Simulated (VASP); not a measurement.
# TiO2 (P4_2/mnm) in VASP: Born charges and dielectric tensor with RPBE

Aim: the Born charges and dielectric tensor of TiO2 with RPBE.

All numbers are computed with VASP 6.6.1; they aren't measurements. Logs are shortened: lines on timing, memory, paths and dates and some standing lists are left out, and cuts for length are marked.

**What was measured.**

From “Shallow Valence Band of Rutile GeO2 and P-type Doping”, 2020, arxiv:2011.08928, for a bulk crystal of TiO2 at 1.6 K: band gap 3.03 eV (direct).

The runs below are set against these values where they give the same quantity.

**1. The crystal as given**

The structure is tetragonal, space group P4_2/mnm (No. 136). Conventional cell: a = 4.689 Å, b = 4.689 Å, c = 2.983 Å, α = 90.00°, β = 90.00°, γ = 90.00°. Ti (site symmetry mmm) has 6 O at 1.97 to 2.03 Å as nearest neighbours. Around O (site symmetry m2m) lie 3 Ti at 1.97 to 2.03 Å.

**2. Born charges and dielectric tensor, RPBE**

INCAR reads:

```
SYSTEM = TiO2
  PREC = Accurate
  ENCUT = 600
  EDIFF = 1E-8
  ISMEAR = 0
  SIGMA = 0.02
  LREAL = .FALSE.
  LASPH = .TRUE.
  NELM = 100
  ALGO = Normal
  ISIF = 2
  LWAVE = .FALSE.
  LCHARG = .FALSE.
  GGA = RP
  LEPSILON = .TRUE.
  IBRION = 8
  NSW = 1
```

KPOINTS reads:

```
Automatic mesh
0
G
  6 6 10
  0 0 0
```

POSCAR reads:

```
TiO2
1.0
    4.6887700000      0.0000000000      0.0000000000
    0.0000000000      4.6887700000      0.0000000000
    0.0000000000      0.0000000000      2.9825200000
Ti O
2 4
Direct
    0.0000000000      0.0000000000      0.0000000000
    0.5000000000      0.5000000000      0.5000000000
    0.3057300000      0.3057300000      0.0000000000
    0.1942700000      0.8057300000      0.5000000000
    0.6942700000      0.6942700000      0.0000000000
    0.8057300000      0.1942700000      0.5000000000
```

Potentials or basis: VASP PAW PBE potentials, release 64 (Ti_sv, O).

Run with:

```sh
> cat potpaw_PBE.64/Ti_sv/POTCAR potpaw_PBE.64/O/POTCAR > POTCAR
> mpirun -np 1 vasp_std > vasp.out
```

OUTCAR:

```text
SYSTEM = TiO2
   PREC = Accurate
   ENCUT = 600
   EDIFF = 1E-8
   ISMEAR = 0
   LREAL = .FALSE.
   LASPH = .TRUE.
   NELM = 100
   ISIF = 2
   GGA = RP
   LEPSILON = .TRUE.
   IBRION = 8
   NSW = 1

 ion  position               nearest neighbor table
   1  0.000  0.000  0.000-   4 1.97   6 1.97   4 1.97   6 1.97   5 2.03   3 2.03
   2  0.500  0.500  0.500-   3 1.97   5 1.97   3 1.97   5 1.97   4 2.03   6 2.03
   3  0.306  0.306  0.000-   2 1.97   2 1.97   1 2.03
   4  0.194  0.806  0.500-   1 1.97   1 1.97   2 2.03
   5  0.694  0.694  0.000-   2 1.97   2 1.97   1 2.03
   6  0.806  0.194  0.500-   1 1.97   1 1.97   2 2.03

  LATTYP: Found a simple tetragonal cell.
 ALAT       =     4.6887700000
 C/A-ratio  =     0.6360985930

  Lattice vectors:

 A1 = (   4.6887700000,   0.0000000000,   0.0000000000)
 A2 = (   0.0000000000,   4.6887700000,   0.0000000000)
 A3 = (   0.0000000000,   0.0000000000,   2.9825200000)

Analysis of symmetry for initial positions (statically):
=====================================================================
 Subroutine PRICEL returns:
 Original cell was already a primitive cell.

 Routine SETGRP: Setting up the symmetry group for a
 simple tetragonal supercell.

 Subroutine GETGRP returns: Found 16 space group operations
 (whereof  8 operations were pure point group operations)
 out of a pool of 16 trial point group operations.

The static configuration has the point symmetry D_2h.
 The point group associated with its full space group is D_4h.

Analysis of symmetry for dynamics (positions and initial velocities):
=====================================================================
 Subroutine PRICEL returns:
 Original cell was already a primitive cell.

 Routine SETGRP: Setting up the symmetry group for a
 simple tetragonal supercell.

 Subroutine GETGRP returns: Found 16 space group operations
 (whereof  8 operations were pure point group operations)
 out of a pool of 16 trial point group operations.

The dynamic configuration has the point symmetry D_2h.
 The point group associated with its full space group is D_4h.

 Subroutine INISYM returns: Found 16 space group operations
 (whereof  8 operations are pure point group operations),
 and found     1 'primitive' translations

----------------------------------------------------------------------------------------

[... 1002 lines left out ...]
  --------------------------------------------------------------------------------
  x     0.00000     0.00000     0.00000     0.00000     0.00000     0.00000
  y     0.00000     0.00000     0.00000     0.00000     0.00000     0.00000
  z     0.00000     0.00000     0.00000     0.00000     0.00000     0.00000

 PIEZOELECTRIC TENSOR (including local field effects)  for field in x, y, z        (C/m^2)
          XX          YY          ZZ          XY          YZ          ZX
  --------------------------------------------------------------------------------
  x     0.00000     0.00000     0.00000     0.00000     0.00000     0.00000
  y     0.00000     0.00000     0.00000     0.00000     0.00000     0.00000
  z     0.00000     0.00000     0.00000     0.00000     0.00000     0.00000

 BORN EFFECTIVE CHARGES (including local field effects) (in |e|, cummulative output)
 ---------------------------------------------------------------------------------
 ion    1
    1     6.18700     1.04357     0.00000
    2     1.04357     6.18700     0.00000
    3     0.00000     0.00000     7.85861
 ion    2
    1     6.18700    -1.04357     0.00000
    2    -1.04357     6.18700     0.00000
    3     0.00000     0.00000     7.85861
 ion    3
    1    -3.09350    -1.77356     0.00000
    2    -1.77356    -3.09350     0.00000
    3     0.00000     0.00000    -3.92930
 ion    4
    1    -3.09350     1.77356     0.00000
    2     1.77356    -3.09350     0.00000
    3     0.00000     0.00000    -3.92930
 ion    5
    1    -3.09350    -1.77356     0.00000
    2    -1.77356    -3.09350     0.00000
    3     0.00000     0.00000    -3.92930
 ion    6
    1    -3.09350     1.77356     0.00000
    2     1.77356    -3.09350     0.00000
    3     0.00000     0.00000    -3.92930

 INTERNAL STRAIN TENSOR FOR ION    6 for displacements in x,y,z  (eV/Angst):
          X           Y           Z          XY          YZ          ZX
  --------------------------------------------------------------------------------
  x     5.16130     2.87895     3.26412    -0.06275     0.00000     0.00000
  y    -2.87895    -5.16130    -3.26412     0.08698     0.00000     0.00000
  z     0.00000     0.00000     0.00000     0.00000    -4.60682     3.60991

 SECOND DERIVATIVES (NOT SYMMETRIZED)
 ------------------------------------
               1X          1Y          1Z          2X          2Y          2Z          3X          3Y          3Z          4X          4Y          4Z          5X          5Y          5Z          6X          6Y          6Z
  1X   -13.864300    5.944657    0.000000   13.634360    0.001035    0.000000   -1.835603   -1.660843    0.000000    1.950573   -1.312003    0.000000   -1.835603   -1.660843    0.000000    1.950573   -1.312003    0.000000
  1Y     5.944657  -13.864300    0.000000    0.001035   13.634360    0.000000   -1.660843   -1.835603    0.000000   -1.312003    1.950573    0.000000   -1.660843   -1.835603    0.000000   -1.312003    1.950573    0.000000
  1Z     0.000000    0.000000    1.363642    0.000000    0.000000    0.308026    0.000000    0.000000    0.101392    0.000000    0.000000   -0.937226    0.000000    0.000000    0.101392    0.000000    0.000000   -0.937226
  2X    13.634360   -0.001035    0.000000  -13.864300   -5.944657    0.000000    1.950573    1.312003    0.000000   -1.835603    1.660843    0.000000    1.950573    1.312003    0.000000   -1.835603    1.660843    0.000000
  2Y    -0.001035   13.634360    0.000000   -5.944657  -13.864300    0.000000    1.312003    1.950573    0.000000    1.660843   -1.835603    0.000000    1.312003    1.950573    0.000000    1.660843   -1.835603    0.000000
  2Z     0.000000    0.000000    0.308026    0.000000    0.000000    1.363642    0.000000    0.000000   -0.937226    0.000000    0.000000    0.101392    0.000000    0.000000   -0.937226    0.000000    0.000000    0.101392
  3X    -1.850068   -1.642652    0.000000    1.936966    1.326624    0.000000  -10.162699   -4.742747    0.000000   -0.665384    0.795410    0.000000    5.430875    5.066434    0.000000    5.310310   -0.803070    0.000000
  3Y    -1.642652   -1.850068    0.000000    1.326624    1.936966    0.000000   -4.742747  -10.162699    0.000000   -0.803070    5.310310    0.000000    5.066434    5.430875    0.000000    0.795410   -0.665384    0.000000
  3Z     0.000000    0.000000    0.069410    0.000000    0.000000   -0.922490    0.000000    0.000000   -6.533470    0.000000    0.000000    1.887610    0.000000    0.000000    3.611330    0.000000    0.000000    1.887610
  4X     1.936966   -1.326624    0.000000   -1.850068    1.642652    0.000000   -0.665384   -0.795410    0.000000  -10.162699    4.742747    0.000000    5.310310    0.803070    0.000000    5.430875   -5.066434    0.000000
  4Y    -1.326624    1.936966    0.000000    1.642652   -1.850068    0.000000    0.803070    5.310310    0.000000    4.742747  -10.162699    0.000000   -0.795410   -0.665384    0.000000   -5.066434    5.430875    0.000000
  4Z     0.000000    0.000000   -0.922490    0.000000    0.000000    0.069410    0.000000    0.000000    1.887610    0.000000    0.000000   -6.533470    0.000000    0.000000    1.887610    0.000000    0.000000    3.611330
  5X    -1.850068   -1.642652    0.000000    1.936966    1.326624    0.000000    5.430875    5.066434    0.000000    5.310310   -0.803070    0.000000  -10.162699   -4.742747    0.000000   -0.665384    0.795410    0.000000
  5Y    -1.642652   -1.850068    0.000000    1.326624    1.936966    0.000000    5.066434    5.430875    0.000000    0.795410   -0.665384    0.000000   -4.742747  -10.162699    0.000000   -0.803070    5.310310    0.000000
  5Z     0.000000    0.000000    0.069410    0.000000    0.000000   -0.922490    0.000000    0.000000    3.611330    0.000000    0.000000    1.887610    0.000000    0.000000   -6.533470    0.000000    0.000000    1.887610
  6X     1.936966   -1.326624    0.000000   -1.850068    1.642652    0.000000    5.310310    0.803070    0.000000    5.430875   -5.066434    0.000000   -0.665384   -0.795410    0.000000  -10.162699    4.742747    0.000000
  6Y    -1.326624    1.936966    0.000000    1.642652   -1.850068    0.000000   -0.795410   -0.665384    0.000000   -5.066434    5.430875    0.000000    0.803070    5.310310    0.000000    4.742747  -10.162699    0.000000
  6Z     0.000000    0.000000   -0.922490    0.000000    0.000000    0.069410    0.000000    0.000000    1.887610    0.000000    0.000000    3.611330    0.000000    0.000000    1.887610    0.000000    0.000000   -6.533470

 Eigenvectors and eigenvalues of the dynamical matrix
 ----------------------------------------------------

   1 f  =   22.443771 THz   141.018375 2PiTHz  748.643631 cm-1    92.819939 meV
             X         Y         Z           dx          dy          dz
      0.000000  0.000000  0.000000    -0.000000   -0.000000    0.000000
      2.344385  2.344385  1.491260    -0.000000   -0.000000    0.000000
      1.433498  1.433498  0.000000     0.353553    0.353553    0.000000
      0.910887  3.777883  1.491260     0.353553   -0.353553   -0.000000
      3.255272  3.255272  0.000000    -0.353553   -0.353553   -0.000000
      3.777883  0.910887  1.491260    -0.353553    0.353553   -0.000000
[... 145 lines left out ...]
  18 f/i=    4.643732 THz    29.177431 2PiTHz  154.898238 cm-1    19.204925 meV
             X         Y         Z           dx          dy          dz
      0.000000  0.000000  0.000000    -0.000000   -0.000000   -0.444810
      2.344385  2.344385  1.491260    -0.000000   -0.000000   -0.444810
      1.433498  1.433498  0.000000     0.000000    0.000000    0.388680
      0.910887  3.777883  1.491260     0.000000    0.000000    0.388680
      3.255272  3.255272  0.000000     0.000000    0.000000    0.388680
      3.777883  0.910887  1.491260     0.000000    0.000000    0.388680

--------------------------------------------------------------------------------------------------------

 MACROSCOPIC STATIC DIELECTRIC TENSOR IONIC CONTRIBUTION
 ------------------------------------------------------
           0.777494    -0.000000    -0.000000
          -0.000000     0.777494     0.000000
          -0.000000     0.000000     0.000000
 ------------------------------------------------------

 ELASTIC MODULI CONTR FROM IONIC RELAXATION (kBar)
 Direction    XX          YY          ZZ          XY          YZ          ZX
 --------------------------------------------------------------------------------
 XX        -358.1057      3.7069   -143.8762     -0.0000     -0.0000      0.0000
 YY           3.7069   -358.1057   -143.8762      0.0000     -0.0000     -0.0000
 ZZ        -143.8762   -143.8762   -116.8195     -0.0000     -0.0000     -0.0000
 XY          -0.0000      0.0000     -0.0000     -0.0360     -0.0000     -0.0000
 YZ          -0.0000     -0.0000     -0.0000     -0.0000   -204.4694      0.0000
 ZX           0.0000     -0.0000     -0.0000     -0.0000      0.0000   -125.5508
 --------------------------------------------------------------------------------

 PIEZOELECTRIC TENSOR IONIC CONTR  for field in x, y, z        (C/m^2)
          XX          YY          ZZ          XY          YZ          ZX
  --------------------------------------------------------------------------------
  x    -0.00000     0.00000     0.00000    -0.00000    -0.00000    -0.00000
  y    -0.00000     0.00000    -0.00000     0.00000    -0.00000    -0.00000
  z     0.00000    -0.00000    -0.00000    -0.00000    -0.00000     0.00000
```

Wall time 34 min (1 thread of Intel Xeon 6975P-C (Granite Rapids), shared host); peak memory 0.76 GiB.

Results:

| Property | Result |
| --- | --- |
| Band gap on the k mesh | 1.84 eV, direct |
| Electronic dielectric tensor (diagonal) | 7.31, 7.31, 9.04 |
| Born charges (mean of the diagonal) | Ti +6.74; O -3.37 e |
| Highest phonon frequency at Γ, LO-TO splitting left out | 749 cm⁻¹ |
| Most unstable mode | 155i cm⁻¹ |

Phonon frequencies in cm⁻¹ (negative: imaginary):
```tsv
q point	frequencies
(0.000, 0.000, 0.000)	-155 -131 -131 -87 1 1 1 155 340 346 346 415 415 416 464 464 550 749
```

Electronic dielectric tensor:
```
7.31 0.00 0.00
0.00 7.31 0.00
0.00 0.00 9.04
```

Born effective charge tensors (e):
atom 1, Ti
```
6.19 1.04 0.00
1.04 6.19 0.00
0.00 0.00 7.86
```
atom 2, Ti
```
 6.19 -1.04  0.00
-1.04  6.19  0.00
 0.00  0.00  7.86
```
atom 3, O
```
-3.09 -1.77  0.00
-1.77 -3.09  0.00
 0.00  0.00 -3.93
```
atom 4, O
```
-3.09  1.77  0.00
 1.77 -3.09  0.00
 0.00  0.00 -3.93
```
atom 5, O
```
-3.09 -1.77  0.00
-1.77 -3.09  0.00
 0.00  0.00 -3.93
```
atom 6, O
```
-3.09  1.77  0.00
 1.77 -3.09  0.00
 0.00  0.00 -3.93
```

Caveat: some modes are imaginary.

**3. How close it comes**

Step 2. Measured gap of TiO2: 3.03 eV (direct; 1.6 K; quoted in “Shallow Valence Band of Rutile GeO2 and P-type Doping”, 2020, arxiv:2011.08928). This calculation gives 1.84 eV (-1.19 eV). 2 values of this kind are on record in papers (3.03 to 3.05 eV); this one was drawn at random among those near their median. The value is that of RPBE on a finite k mesh, which can miss the band edges, without temperature or zero-point motion. Semilocal functionals fall short of measured gaps as a rule.
